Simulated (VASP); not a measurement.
```yaml
crystal:
  lattice:
    - [0.00000, 2.91477, 2.91477]
    - [2.91477, 0.00000, 2.91477]
    - [2.91477, 2.91477, 0.00000]
  atoms:
    - { symbol: Ag, position: [0.00000, 0.00000, 0.00000] }
    - { symbol: Br, position: [0.50000, 0.50000, 0.50000] }
```

Level of theory: PBE GGA, VASP's PBE PAW potentials (set 64) (plane waves; VASP). Numerical set-up: 400 eV cut-off, 14×14×14 Γ-centred mesh, Gaussian smearing of 0.010 eV, potentials Ag Br.

Question: Give the electronic dielectric tensor ε∞ (DFPT, local fields included).

Answer: 
```
5.89  0.00  0.00
0.00  5.89  0.00
0.00  0.00  5.89
```

Question: Give the Born effective charges.

Answer: 
```
atom   Z*xx   Z*yy   Z*zz   mean
----  -----  -----  -----  -----
Ag1    1.53   1.53   1.53   1.53
Br2   -1.53  -1.53  -1.53  -1.53
```

Question: And the static tensor with the ions free?

Answer: 
```
16.3  0.00  0.00
0.00  16.3  0.00
0.00  0.00  16.3
```

Question: Which frequencies do the optical Γ-point modes have (no LO-TO splitting)?

Answer: 70 (×3) cm⁻¹.

The compound is AgBr in the rock salt structure. It was relaxed first.
